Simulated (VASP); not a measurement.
Calculation: PBE GGA, VASP's PBE PAW potentials (set 64) (plane waves; VASP).

VASP ran on this input.

File POSCAR:
```
Pt3Ti
3.94530
  1.0000000118   0.0000000000   0.0000000000
  0.0000000000   1.0000000118   0.0000000000
  0.0000000000   0.0000000000   1.0000000118
Ti Pt
1 3
Cart
  0.0000000000   0.0000000000   0.0000000000
  0.0000000000   0.5000000059   0.5000000059
  0.5000000059   0.0000000000   0.5000000059
  0.5000000059   0.5000000059   0.0000000000
```

File KPOINTS:
```
Automatic mesh
0
Gamma
7 7 7
0 0 0
```

### INCAR
```
SYSTEM = Pt3Ti
PREC = Accurate
ENCUT = 530
EDIFF = 1E-7
NELM = 100
ALGO = Normal
LREAL = .FALSE.
LASPH = .TRUE.
ISMEAR = 1
SIGMA = 0.1
GGA = PE
LMAXMIX = 6
LWAVE = .FALSE.
LCHARG = .FALSE.
IBRION = 6
ISIF = 3
NFREE = 2
POTIM = 0.015
NSW = 1
```

POTCAR, in this order: Ti_sv Pt (PBE.64 set). Program: vasp_std.

Output

File OSZICAR:
```
...
DAV:   9    -0.295408073709E+02   -0.31813E-04   -0.50430E-07  5930   0.607E-03    0.101E-03
DAV:  10    -0.295408108402E+02   -0.34693E-05   -0.57305E-08  2844   0.221E-03    0.425E-04
DAV:  11    -0.295408121714E+02   -0.13312E-05   -0.10570E-08  2712   0.865E-04    0.180E-04
DAV:  12    -0.295408130236E+02   -0.85221E-06   -0.26764E-09  2667   0.415E-04    0.655E-05
DAV:  13    -0.295408133736E+02   -0.34998E-06   -0.84158E-10  2641   0.217E-04    0.238E-05
DAV:  14    -0.295408134368E+02   -0.63171E-07   -0.37082E-10  2616   0.133E-04
  12 F= -.29540813E+02 E0= -.29540838E+02  d E =0.750425E-04
       N       E                     dE             d eps       ncg     rms          rms(c)
DAV:   1    -0.296579713944E+02   -0.11716E+00   -0.38919E+00  5216   0.159E+01    0.194E+00
DAV:   2    -0.295748490332E+02    0.83122E-01   -0.14586E-01  5315   0.303E+00    0.103E+00
DAV:   3    -0.295628974198E+02    0.11952E-01   -0.20217E-01  7451   0.284E+00    0.141E+00
DAV:   4    -0.295408573348E+02    0.22040E-01   -0.11980E-01  7312   0.215E+00    0.168E-01
DAV:   5    -0.295408353008E+02    0.22034E-04   -0.17468E-03  5647   0.347E-01    0.714E-02
DAV:   6    -0.295408147421E+02    0.20559E-04   -0.80287E-05  7142   0.714E-02    0.200E-02
DAV:   7    -0.295408143540E+02    0.38814E-06   -0.21841E-05  6222   0.397E-02    0.128E-02
DAV:   8    -0.295408135983E+02    0.75564E-06   -0.52414E-06  6426   0.207E-02    0.568E-03
DAV:   9    -0.295408134966E+02    0.10176E-06   -0.36185E-07  4839   0.451E-03    0.308E-03
DAV:  10    -0.295408134504E+02    0.46170E-07   -0.39813E-07  5858   0.445E-03
  13 F= -.29540813E+02 E0= -.29540838E+02  d E =0.747636E-04
       N       E                     dE             d eps       ncg     rms          rms(c)
DAV:   1    -0.295098402269E+02    0.30973E-01   -0.23381E+00  2494   0.194E+01    0.764E-01
DAV:   2    -0.295285229336E+02   -0.18683E-01   -0.20298E-01  2010   0.336E+00    0.552E-01
DAV:   3    -0.295322138370E+02   -0.36909E-02   -0.36361E-02  2846   0.128E+00    0.525E-01
DAV:   4    -0.295414661009E+02   -0.92523E-02   -0.23124E-02  2937   0.102E+00    0.964E-02
DAV:   5    -0.295456796016E+02   -0.42135E-02   -0.19429E-03  2518   0.353E-01    0.568E-02
DAV:   6    -0.295460871440E+02   -0.40754E-03   -0.21413E-04  2637   0.134E-01    0.180E-02
DAV:   7    -0.295463452421E+02   -0.25810E-03   -0.26030E-05  2823   0.458E-02    0.711E-03
DAV:   8    -0.295464180251E+02   -0.72783E-04   -0.33871E-06  2462   0.145E-02    0.298E-03
DAV:   9    -0.295464354531E+02   -0.17428E-04   -0.29341E-07  1788   0.542E-03    0.406E-04
DAV:  10    -0.295464383100E+02   -0.28569E-05   -0.40549E-08  1140   0.190E-03    0.171E-04
DAV:  11    -0.295464389497E+02   -0.63971E-06   -0.12956E-08  1079   0.940E-04    0.829E-05
DAV:  12    -0.295464391209E+02   -0.17115E-06   -0.35409E-09  1057   0.475E-04    0.486E-05
DAV:  13    -0.295464391918E+02   -0.70969E-07   -0.13212E-09  1052   0.313E-04
  14 F= -.29546439E+02 E0= -.29546467E+02  d E =0.845748E-04
       N       E                     dE             d eps       ncg     rms          rms(c)
DAV:   1    -0.295212877827E+02    0.25151E-01   -0.24060E+00  2625   0.251E+01    0.311E-01
DAV:   2    -0.295463815764E+02   -0.25094E-01   -0.26534E-01  2003   0.354E+00    0.164E-01
DAV:   3    -0.295466630008E+02   -0.28142E-03   -0.60417E-03  2904   0.532E-01    0.156E-01
DAV:   4    -0.295464685281E+02    0.19447E-03   -0.17588E-03  2803   0.272E-01    0.852E-02
DAV:   5    -0.295464408999E+02    0.27628E-04   -0.25704E-04  2731   0.123E-01    0.214E-02
DAV:   6    -0.295464405227E+02    0.37720E-06   -0.33835E-05  2512   0.554E-02    0.126E-02
DAV:   7    -0.295464392039E+02    0.13188E-05   -0.86774E-06  2800   0.285E-02    0.267E-03
DAV:   8    -0.295464392555E+02   -0.51598E-07   -0.51490E-07  2334   0.555E-03
  15 F= -.29546439E+02 E0= -.29546467E+02  d E =0.846850E-04
       N       E                     dE             d eps       ncg     rms          rms(c)
DAV:   1    -0.295339664824E+02    0.12473E-01   -0.20428E+00  2359   0.173E+01    0.155E-01
DAV:   2    -0.295453708231E+02   -0.11404E-01   -0.11745E-01  2022   0.255E+00    0.100E-01
DAV:   3    -0.295454461648E+02   -0.75342E-04   -0.22347E-03  2870   0.325E-01    0.733E-02
DAV:   4    -0.295454285329E+02    0.17632E-04   -0.56894E-04  2860   0.150E-01    0.664E-02
DAV:   5    -0.295453836538E+02    0.44879E-04   -0.26360E-04  2764   0.101E-01    0.128E-02
DAV:   6    -0.295453826564E+02    0.99741E-06   -0.11452E-05  2439   0.308E-02    0.800E-03
DAV:   7    -0.295453818250E+02    0.83143E-06   -0.37666E-06  2412   0.167E-02    0.235E-03
DAV:   8    -0.295453818562E+02   -0.31156E-07   -0.27529E-07  1900   0.430E-03
  16 F= -.29545382E+02 E0= -.29545390E+02  d E =0.248563E-04
       N       E                     dE             d eps       ncg     rms          rms(c)
DAV:   1    -0.295422068686E+02    0.31750E-02   -0.36635E+00  2000   0.864E+00    0.138E-01
DAV:   2    -0.295458631515E+02   -0.36563E-02   -0.38229E-02  2287   0.126E+00    0.131E-01
DAV:   3    -0.295458781114E+02   -0.14960E-04   -0.93837E-04  2584   0.182E-01    0.126E-01
DAV:   4    -0.295456406435E+02    0.23747E-03   -0.22286E-04  2429   0.814E-02    0.994E-02
DAV:   5    -0.295454083076E+02    0.23234E-03   -0.15435E-03  2337   0.207E-01    0.623E-02
DAV:   6    -0.295453932469E+02    0.15061E-04   -0.19390E-04  2580   0.900E-02    0.362E-02
DAV:   7    -0.295453920367E+02    0.12102E-05   -0.72659E-06  2504   0.214E-02    0.305E-02
DAV:   8    -0.295453844022E+02    0.76345E-05   -0.15911E-05  2042   0.224E-02    0.114E-02
DAV:   9    -0.295453818906E+02    0.25115E-05   -0.91340E-06  2105   0.148E-02    0.118E-03
DAV:  10    -0.295453818596E+02    0.31050E-07   -0.47131E-07  2280   0.340E-03
  17 F= -.29545382E+02 E0= -.29545390E+02  d E =0.248767E-04
       N       E                     dE             d eps       ncg     rms          rms(c)
DAV:   1    -0.295437699047E+02    0.16120E-02   -0.24706E+00  3200   0.722E+00    0.102E-01
DAV:   2    -0.295462955057E+02   -0.25256E-02   -0.26973E-02  3703   0.107E+00    0.914E-02
DAV:   3    -0.295462373790E+02    0.58127E-04   -0.71985E-04  4032   0.167E-01    0.725E-02
DAV:   4    -0.295461447184E+02    0.92661E-04   -0.35832E-04  4381   0.111E-01    0.657E-02
DAV:   5    -0.295460610199E+02    0.83699E-04   -0.53193E-04  3988   0.129E-01    0.224E-02
DAV:   6    -0.295460544455E+02    0.65743E-05   -0.22878E-05  3698   0.382E-02    0.140E-02
DAV:   7    -0.295460512617E+02    0.31838E-05   -0.38893E-06  3604   0.135E-02    0.874E-03
DAV:   8    -0.295460485933E+02    0.26684E-05   -0.81648E-06  3258   0.139E-02    0.998E-04
DAV:   9    -0.295460484588E+02    0.13451E-06   -0.21149E-07  2410   0.351E-03    0.398E-04
DAV:  10    -0.295460483551E+02    0.10371E-06   -0.45790E-08  1673   0.154E-03    0.190E-04
DAV:  11    -0.295460483343E+02    0.20850E-07   -0.12169E-08  1661   0.855E-04
  18 F= -.29546048E+02 E0= -.29546070E+02  d E =0.660438E-04
       N       E                     dE             d eps       ncg     rms          rms(c)
DAV:   1    -0.295432841036E+02    0.27643E-02   -0.32047E+00  3200   0.813E+00    0.140E-01
DAV:   2    -0.295464510578E+02   -0.31670E-02   -0.34419E-02  3786   0.123E+00    0.132E-01
DAV:   3    -0.295463285663E+02    0.12249E-03   -0.10291E-03  3939   0.197E-01    0.107E-01
DAV:   4    -0.295461612269E+02    0.16734E-03   -0.10109E-03  4234   0.183E-01    0.938E-02
DAV:   5    -0.295461064956E+02    0.54731E-04   -0.10272E-03  4121   0.184E-01    0.435E-02
DAV:   6    -0.295460672377E+02    0.39258E-04   -0.62144E-05  3576   0.542E-02    0.247E-02
DAV:   7    -0.295460525983E+02    0.14639E-04   -0.21585E-05  3334   0.237E-02    0.126E-02
DAV:   8    -0.295460482665E+02    0.43318E-05   -0.17871E-05  3289   0.197E-02    0.134E-03
DAV:   9    -0.295460482952E+02   -0.28716E-07   -0.53222E-07  4070   0.483E-03
  19 F= -.29546048E+02 E0= -.29546070E+02  d E =0.662013E-04
```

**OUTCAR**
```
------------------------ aborting loop because EDIFF is reached ----------------------------------------
  FORCE on cell =-STRESS in cart. coord.  units (eV):
  Direction    XX          YY          ZZ          XY          YZ          ZX
  --------------------------------------------------------------------------------------
  Total        0.0681790      0.0677817      0.0639233      0.0000000      0.0000000      0.0000000
  in kB        1.7787760      1.7684087      1.6677462      0.0000000      0.0000000      0.0000000
  external PRESSURE =       1.7383103 kB  Pullay stress =       0.0000000 kB
  volume of cell :       61.41
      direct lattice vectors                 reciprocal lattice vectors
     3.945300047  0.000000000  0.000000000     0.253466147  0.000000000  0.000000000
     0.000000000  3.945300047  0.000000000     0.000000000  0.253466147  0.000000000
     0.000000000  0.000000000  3.945300047     0.000000000  0.000000000  0.253466147
 POSITION                                       TOTAL-FORCE (eV/Angst)
 -----------------------------------------------------------------------------------
      0.00000      0.00000      0.00000         0.000000     -0.022001      0.000000
      0.00000      1.95765      1.97265         0.000000      0.109417      0.000000
      1.97265      0.00000      1.97265         0.000000     -0.092566      0.000000
      1.97265      1.97265      0.00000         0.000000      0.005150      0.000000
 -----------------------------------------------------------------------------------
    total drift:                                0.000001      0.000199      0.000000
  FREE ENERGIE OF THE ION-ELECTRON SYSTEM (eV)
  ---------------------------------------------------
  free  energy   TOTEN  =       -29.5460482952 eV

  energy  without entropy=      -29.5461144965  energy(sigma->0) =      -29.54607036

   1 f  =    4.996110 THz    31.391487 2PiTHz  166.652302 cm-1    20.662243 meV
             X         Y         Z           dx          dy          dz
      0.000000  0.000000  0.000000     0.124105    0.271982    0.000000
      0.000000  1.972650  1.972650     0.301659   -0.397895   -0.000000
      1.972650  0.000000  1.972650    -0.181558    0.661103    0.000000
      1.972650  1.972650  0.000000    -0.181558   -0.397895    0.000000

   2 f  =    4.996110 THz    31.391487 2PiTHz  166.652302 cm-1    20.662243 meV
             X         Y         Z           dx          dy          dz
      0.000000  0.000000  0.000000     0.271982   -0.124105    0.000000
      0.000000  1.972650  1.972650     0.661103    0.181558    0.000000
      1.972650  0.000000  1.972650    -0.397895   -0.301659   -0.000000
      1.972650  1.972650  0.000000    -0.397895    0.181558   -0.000000

   3 f  =    4.996110 THz    31.391487 2PiTHz  166.652302 cm-1    20.662243 meV
             X         Y         Z           dx          dy          dz
      0.000000  0.000000  0.000000     0.000000    0.000000   -0.298958
      0.000000  1.972650  1.972650     0.000000   -0.000000    0.437360
      1.972650  0.000000  1.972650    -0.000000    0.000000    0.437360
      1.972650  1.972650  0.000000    -0.000000    0.000000   -0.726674

   4 f  =    4.549426 THz    28.584890 2PiTHz  151.752532 cm-1    18.814908 meV
             X         Y         Z           dx          dy          dz
      0.000000  0.000000  0.000000    -0.628778   -0.663025    0.000000
      0.000000  1.972650  1.972650     0.278567    0.017418    0.000000
      1.972650  0.000000  1.972650     0.016519    0.293740   -0.000000
      1.972650  1.972650  0.000000     0.016519    0.017418    0.000000

   5 f  =    4.549426 THz    28.584890 2PiTHz  151.752532 cm-1    18.814908 meV
             X         Y         Z           dx          dy          dz
      0.000000  0.000000  0.000000    -0.000000    0.000000    0.913764
      0.000000  1.972650  1.972650    -0.000000    0.000000   -0.024005
      1.972650  0.000000  1.972650     0.000000    0.000000   -0.024005
      1.972650  1.972650  0.000000     0.000000   -0.000000   -0.404824

   6 f  =    4.549426 THz    28.584890 2PiTHz  151.752532 cm-1    18.814908 meV
             X         Y         Z           dx          dy          dz
      0.000000  0.000000  0.000000     0.663025   -0.628778    0.000000
      0.000000  1.972650  1.972650    -0.293740    0.016519   -0.000000
      1.972650  0.000000  1.972650    -0.017418    0.278567    0.000000
      1.972650  1.972650  0.000000    -0.017418    0.016519   -0.000000

   7 f  =    2.953102 THz    18.554886 2PiTHz   98.504874 cm-1    12.213042 meV
             X         Y         Z           dx          dy          dz
      0.000000  0.000000  0.000000    -0.000000   -0.000000    0.000000
      0.000000  1.972650  1.972650     0.000000    0.059218   -0.340903
      1.972650  0.000000  1.972650    -0.616667   -0.000000    0.340903
      1.972650  1.972650  0.000000     0.616667   -0.059218    0.000000

   8 f  =    2.953102 THz    18.554886 2PiTHz   98.504874 cm-1    12.213042 meV
             X         Y         Z           dx          dy          dz
      0.000000  0.000000  0.000000    -0.000000    0.000000   -0.000000
      0.000000  1.972650  1.972650    -0.000000    0.703298   -0.009336
      1.972650  0.000000  1.972650     0.072698   -0.000000    0.009336
      1.972650  1.972650  0.000000    -0.072698   -0.703298    0.000000

   9 f  =    2.953102 THz    18.554886 2PiTHz   98.504874 cm-1    12.213042 meV
             X         Y         Z           dx          dy          dz
      0.000000  0.000000  0.000000     0.000000    0.000000   -0.000000
      0.000000  1.972650  1.972650     0.000000    0.043190    0.619433
      1.972650  0.000000  1.972650    -0.338285    0.000000   -0.619433
      1.972650  1.972650  0.000000     0.338285   -0.043190    0.000000

  10 f/i=    0.000397 THz     0.002493 2PiTHz    0.013235 cm-1     0.001641 meV
             X         Y         Z           dx          dy          dz
      0.000000  0.000000  0.000000    -0.000000    0.000000    0.275062
      0.000000  1.972650  1.972650    -0.000000    0.000000    0.555103
      1.972650  0.000000  1.972650     0.000000    0.000000    0.555103
      1.972650  1.972650  0.000000    -0.000000    0.000000    0.555033

  11 f/i=    0.000397 THz     0.002493 2PiTHz    0.013235 cm-1     0.001641 meV
             X         Y         Z           dx          dy          dz
      0.000000  0.000000  0.000000     0.093239   -0.258777    0.000000
      0.000000  1.972650  1.972650     0.188142   -0.522239   -0.000000
      1.972650  0.000000  1.972650     0.188166   -0.522173    0.000000
      1.972650  1.972650  0.000000     0.188166   -0.522239    0.000000

  12 f/i=    0.000397 THz     0.002493 2PiTHz    0.013235 cm-1     0.001641 meV
             X         Y         Z           dx          dy          dz
      0.000000  0.000000  0.000000    -0.258777   -0.093239    0.000000
      0.000000  1.972650  1.972650    -0.522173   -0.188166    0.000000
      1.972650  0.000000  1.972650    -0.522239   -0.188142   -0.000000
      1.972650  1.972650  0.000000    -0.522239   -0.188166    0.000000

...
```
(Selected blocks of OUTCAR.)

The compound is Pt3Ti in the L1_2 structure. It was relaxed first.
